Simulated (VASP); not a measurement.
An input for Quantum ESPRESSO's pw.x (written as the equivalent of a VASP run, and not itself run):

```
&CONTROL
  calculation = 'vc-relax'
  pseudo_dir = './pseudo'
  outdir = './out'
  tprnfor = .true.
  tstress = .true.
  nstep = 60
  forc_conv_thr = 0.00078
/
&SYSTEM
  ibrav = 0
  nat = 4
  ntyp = 2
  ecutwfc = 82
  occupations = 'smearing'
  smearing = 'gaussian'
  degauss = 0.003675
  input_dft = 'vdw-df-obk8'
/
&ELECTRONS
  conv_thr = 7.3e-08
  electron_maxstep = 100
/
&IONS
/
&CELL
/
ATOMIC_SPECIES
  Si 28.085 Si.upf
  C 12.011 C.upf
CELL_PARAMETERS angstrom
     1.5385285   -2.6648092    0.0000000
     1.5385285    2.6648092    0.0000000
     0.0000000    0.0000000    5.0519806
ATOMIC_POSITIONS crystal
  Si   0.6666670  0.3333330  0.4996385
  Si   0.3333330  0.6666670  0.9996385
  C    0.6666670  0.3333330  0.8753615
  C    0.3333330  0.6666670  0.3753615
K_POINTS automatic
  8 8 4 0 0 0
```

Translate this input to VASP (INCAR, KPOINTS, POSCAR, choice of POTCAR).

This is not unique; one that fits is 
**POSCAR**
```
SiC
1
    1.5385284524    -2.6648092054     0.0000000000
    1.5385284524     2.6648092054     0.0000000000
    0.0000000000     0.0000000000     5.0519806082
Si C
2 2
Direct
  0.6666670000   0.3333330000   0.4996384767
  0.3333330000   0.6666670000   0.9996384767
  0.6666670000   0.3333330000   0.8753615233
  0.3333330000   0.6666670000   0.3753615233
```

INCAR:
```
SYSTEM = SiC
PREC = Accurate
ENCUT = 520
EDIFF = 1E-6
NELM = 100
ALGO = Normal
LREAL = .FALSE.
LASPH = .TRUE.
ISMEAR = 0
SIGMA = 0.05
GGA = BO
PARAM1 = 0.1833333333
PARAM2 = 0.22
LUSE_VDW = .TRUE.
AGGAC = 0.0
LWAVE = .FALSE.
LCHARG = .FALSE.
IBRION = 2
ISIF = 3
NSW = 60
EDIFFG = -0.02
```

**KPOINTS**
```
Regular mesh
0
Gamma
8 8 4
0 0 0
```

POTCAR, in this order: Si C (PBE.64 set). Program: vasp_std.

The two are equivalent in intent, not identical: the potentials are each code's own (VASP's PAW set, PseudoDojo norm-conserving files in pw.x), so ENCUT and ecutwfc are chosen apart and not converted; conv_thr bounds pw.x's estimated SCF error, while EDIFF bounds the energy change between steps; forc_conv_thr acts on force components and is met together with etot_conv_thr.

The compound is SiC in the wurtzite structure, the rare 2H polytype. This run relaxes it. Symmetry was kept, so distortions that lower it aren't found. The start is the result of an earlier pass.
